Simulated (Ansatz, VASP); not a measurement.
# CO2: VASP beside Ansatz

One calculation is typed for both programs; each brings its own data sets. How far apart do they land? The cell is taken from a series of runs on this material, whose earlier steps may have relaxed, scaled, displaced or heated it; both programs get it as it stands.

Calculated with Ansatz 0.2.0; plane waves, with VASP 6.6.1 beside it; zone-centre phonons at PBEsol.

## (1) Set-up

The structure is tetragonal, space group I-42d (No. 122). The conventional cell has a = 3.944 Å, b = 3.944 Å, c = 5.946 Å, α = 90.00°, β = 90.00°, γ = 90.00°. Nearest to C lie 4 O at 1.40 Å. Nearest to O lie 2 C at 1.40 Å. Farther neighbours and most contacts between anions are not listed.

As a file:

```cif
data_structure
_symmetry_space_group_name_H-M 'I-42d'
_symmetry_Int_Tables_number 122
_cell_length_a 3.9439
_cell_length_b 3.9439
_cell_length_c 5.9463
_cell_angle_alpha 90.000
_cell_angle_beta 90.000
_cell_angle_gamma 90.000
_cell_volume 92.49
loop_
_atom_site_label
_atom_site_type_symbol
_atom_site_symmetry_multiplicity
_atom_site_Wyckoff_symbol
_atom_site_fract_x
_atom_site_fract_y
_atom_site_fract_z
_atom_site_occupancy
C1 C 4 a 0.00000 0.50000 0.25000 1
O1 O 8 d 0.75000 0.33532 0.37500 1
```

## (2) Ansatz: zone-centre phonons, PBEsol

Ansatz runs on its default PAW (the set named soft_2) files.

Second derivatives magnify differences that forces hide, and they need a tight electronic threshold.

The input, input.yaml:

```yaml
crystal:
  lattice:
    - [-1.9719518266, 1.9719518266, 2.973143493]
    - [1.9719518266, -1.9719518266, 2.973143493]
    - [1.9719518266, 1.9719518266, -2.973143493]
  atoms:
    - { symbol: C, position: [0.75, 0.25, 0.5] }
    - { symbol: C, position: [0.0, 0.0, 0.0] }
    - { symbol: O, position: [0.7103192228, 0.125, 0.0853192228] }
    - { symbol: O, position: [0.0396807772, 0.625, 0.9146807772] }
    - { symbol: O, position: [0.375, 0.2896807772, 0.4146807772] }
    - { symbol: O, position: [0.875, 0.9603192228, 0.5853192228] }
kpoints:
  mp_grid: { grid: [8, 8, 8] }
hamiltonian:
  xc: pbesol
scf:
  occupations: { method: fixed }
output:
  eigenvalues: true
phonons:
  method: dfpt
```

Run with:

```sh
> ansatz run input.yaml --threads 4 --pin off --max-ram 14336MiB --backend cpu --events-out ev --progress --plain --runs-dir out
```

Numbers of over 12 decimals in the logs are rounded to 6 here.

Output:

```text
Engine: ansatz 0.2.0, aarch64-unknown-linux-gnu
Pseudopotentials: kind: paw
Pseudopotential: C, paw, valence charge 4, recommended cutoff 420 eV (normal), C.paw.azcp
Pseudopotential: O, paw, valence charge 6, recommended cutoff 420 eV (normal), O.paw.azcp
Functional definition: PBEsol
  exchange = pbesol_x
  correlation = pbesol_c
Crystal: 6 atoms, lattice volume = 46.245 Å³
Basis set: ecut = 420 eV, 909 PW (Γ), exchange–correlation on 64×64×64 points (8 copies of the dense FFT grid, shifted against one another)
Bands: 22, of which v1, the nominal top of the filled ones, is band 16 counted from 1 (15 counted from 0)
Symmetry: 8 space group operations
k-points: 260 of 512 (irreducible under 1 space group operation, time reversal used)
Non-local potential: C, projectors of the file, l = 0: 2, l = 1: 2, l = 2: 1
Non-local potential: O, projectors of the file, l = 0: 2, l = 1: 2, l = 2: 1
PAW form: soft (Blöchl's): semilocal exchange-correlation on the pseudo side does not see the compensation charge
PAW frozen core: C, regenerated for the run's functional, and the local potential with it (the file was generated under x = pbe(κ = 0.804, μ = 0.219515), c = pbe(β = 0.066725))
PAW frozen core: O, regenerated for the run's functional, and the local potential with it (the file was generated under x = pbe(κ = 0.804, μ = 0.219515), c = pbe(β = 0.066725))
PAW one-centre angular grid: C, 110 points (default); XC on 64 Gauss nodes
PAW one-centre angular grid: O, 110 points (default); XC on 64 Gauss nodes
Initial density: superposition of atomic densities (neutral atoms: chi_scale 0, normalization atom), corrected by the library's trained network
Initial wavefunctions: pseudopotential atomic-orbital guess
Functional: x = pbesol(κ = 0.804, μ = 0.123457), c = pbesol(β = 0.046)
SCF iter   1: F=—  HF=-2732.691791 eV  |F-HF|=—  |Δ(HF+E_count)|=         —  Δρ=1.01e-2  dr2=3.12e-2  ethr=1.77e-3  ⟨swp⟩=5.0  Hψ=21856  notcnv=0  defer=1013
preconditioner: auto → none  [insulator: Δε(μ)=7.599 eV  Ē_g=19.081 eV  n_scr=14 (ndim 8)  ℏωp=30.9 eV  f_vac=0.037  ε∞_Penn≈3.6]
SCF iter   2: F=—  HF=-2732.682522 eV  |F-HF|=—  |Δ(HF+E_count)|=   9.27e-3  Δρ=2.67e-3  dr2=1.88e-3  ethr=9.76e-5  ⟨swp⟩=2.9  Hψ=12332  notcnv=0  defer=1034
SCF iter   3: F=—  HF=-2732.682476 eV  |F-HF|=—  |Δ(HF+E_count)|=   4.55e-5  Δρ=1.19e-3  dr2=3.05e-4  ethr=5.88e-6  ⟨swp⟩=2.0  Hψ=9269  notcnv=0  defer=1038
SCF iter   4: F=—  HF=-2732.682510 eV  |F-HF|=—  |Δ(HF+E_count)|=   3.32e-5  Δρ=4.25e-4  dr2=1.63e-5  ethr=9.54e-7  ⟨swp⟩=2.0  Hψ=8318  notcnv=0  defer=851
SCF iter   5: F=—  HF=-2732.682545 eV  |F-HF|=—  |Δ(HF+E_count)|=   3.50e-5  Δρ=3.62e-5  dr2=1.71e-7  ethr=5.09e-8  ⟨swp⟩=2.5  Hψ=9979  notcnv=0  defer=502
SCF iter   6: F=—  HF=-2732.682545 eV  |F-HF|=—  |Δ(HF+E_count)|=   1.03e-8  Δρ=5.56e-6  dr2=4.14e-9  ethr=5.33e-10  ⟨swp⟩=2.1  Hψ=8209  notcnv=0  defer=502
SCF iter   7: F=-2732.682545 eV  HF=-2732.682545 eV  |F-HF|=3.64e-12  |Δ(HF+E_count)|=   7.30e-9  Δρ=3.56e-7  dr2=3.50e-11  ethr=1.00e-12  ⟨swp⟩=11.2  Hψ=39635  notcnv=0
SCF 1 converged in 7 iterations: F = -2732.682545 eV  dr2 = 3.50e-11
  greatest PAW one-centre occupation: 0.864 electrons in one spin orbital (limit 2), on the O atom at site 5 (counted from 0), in its partial waves of l = 0
DFPT response loops at Γ: preconditioner auto → none (the input reference at scf.mixing.eps_inf says where Resta's filter doesn't serve); β = 0.50; Broyden in place of MSR1
SCF converged after 7 iterations
Free energy (F): -2732.682545 eV
Harris-Foulkes:  -2732.682545 eV  (|F-HF|=3.64e-12)
Internal energy: -2732.682545 eV  (E = F + TS)
E sigma→0 (E₀):  -2732.682545 eV
Fermi energy:    5.131431 eV
--- Per-component energies (eV) ---
  E_band       = -112.986648
  E_kinetic    = 880.877345
  E_local      = -1756.837554  (includes V_loc(G=0)·N_el)
  E_nonlocal   = 245.768517
  E_hartree    = 581.552710
  E_xc         = -383.302991
  E_vxc        = -488.113891  (∫ρ·V_xc dr)
  E_paw        = -801.287114  (= ΣΔE_a)
  E_vpaw       = -157.796515  (= ΣTr[D̂ρ^β])
  E_aug_tail   = 0.010042  (compensation charges beyond the density's cutoff)
  E_ewald      = -1499.646852
  E_core_change = 0.183353  (= ΣΔE_core)
  E_smearing   = -0.000000  (= −TS)
  E_closure    = 0.000000  (closes the sum)
  Σ components = -2732.682545   (vs F -2732.682545, Δ=0.00e0)
--- Band table (eV; the first three rows and the last of 260) ---
  k-point 0: bands = [... 12 lower, 3.9038, 4.2232, 4.2232, 4.6906, 12.7658, 14.4645, 14.5055, 14.5055, ... 2 higher]
  k-point 1: bands = [... 12 lower, 4.0190, 4.0387, 4.1180, 4.5422, 12.9225, 14.4853, 14.6726, 14.8228, ... 2 higher]
  k-point 2: bands = [... 12 lower, 3.9109, 3.9183, 4.3647, 4.5020, 13.2158, 14.4191, 15.2316, 15.2368, ... 2 higher]
  k-point 259: bands = [... 12 lower, 2.2382, 2.2382, 5.1193, 5.1193, 14.0875, 14.0875, 15.9231, 15.9231, ... 2 higher]
--- Phonons (Γ-DFPT): 5 representative perturbations + reference, on 260 of 512 k-points (Σ response iterations 17) ---
  k mesh reduced under 1 symmetry operation, with k and −k counted as one. Each operation leaves every solved perturbation unchanged. A smaller set is not used because it would not reduce the number of displacements times k-points to solve
  ASR residual: 1.393e-4 → 0.000e0 eV/Å²; symmetrization residual: 1.252e-6 eV/Å²
  ASR residual per site (eV/Å²): 1.25e-4 1.25e-4 1.39e-4 1.39e-4 1.39e-4 1.39e-4
  Γ frequencies (cm⁻¹): 0.00 0.00 0.00 338.69 338.69 527.88 632.65 678.04 778.32 839.19 839.19 866.05 866.05 884.05 1048.89 1048.89 1070.68 1082.97
  non-analytic LO–TO correction: not included (Born effective charges unavailable; polar crystals: no LO–TO splitting at Γ)
```

(Continued in part 2 of 3.)

[Lines on the potential files, build, host, timing and source positions are cut from VASP's logs without a mark.]

[Logs are printed without paths, hosts, clocks, repeated set-up lines and the standing remarks that a program may print on its own settings, such as how far it seeks lower states.]

[Hosts, paths, dates, database ids (printed as entryN), source tags and the programs' standing remarks are cut or masked in the printed files.]
